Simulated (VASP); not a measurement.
Data:

```yaml
crystal:
  lattice:
    - [3.36819, 0.00000, 0.00000]
    - [0.00000, 3.36819, 0.00000]
    - [0.00000, 0.00000, 3.36819]
  atoms:
    - { symbol: Fe, position: [0.00000, 0.00000, 0.00000], spin: 2.8 }
    - { symbol: Ni, position: [0.00000, 0.50000, 0.50000], spin: 0.6 }
    - { symbol: Ni, position: [0.50000, 0.00000, 0.50000], spin: 0.6 }
    - { symbol: Ni, position: [0.50000, 0.50000, 0.00000], spin: 0.6 }
```

The numbers are results of PBEsol GGA, VASP's PBE PAW potentials (set 64) (plane waves; VASP 6.6.1), not measurements. Run with 500 eV cut-off, 9×9×9 Γ-centred mesh, first-order Methfessel-Paxton smearing of 0.10 eV, potentials Fe Ni.

**Question.** Estimate the cell moment, energy per atom (σ→0), pressure, band gap (on the k-mesh) with the smallest direct gap where there is one.

**Answer.** 
* **band gap (on the k-mesh)**: none (metal, semimetal or under 0.01 eV)
* **cell moment**: 4.44 μB
* **energy per atom (σ→0)**: -6.823 eV/atom
* **pressure**: 297.7 kbar

**Question.** Give the moment on each site (PAW-sphere projection).

**Answer.** 
```tsv
site	moment (μB)
Fe1	2.69
Ni2	0.57
Ni3	0.57
Ni4	0.57
```

The compound is Ni3Fe in the L1_2 structure. It was relaxed first under an external pressure of 30 GPa.
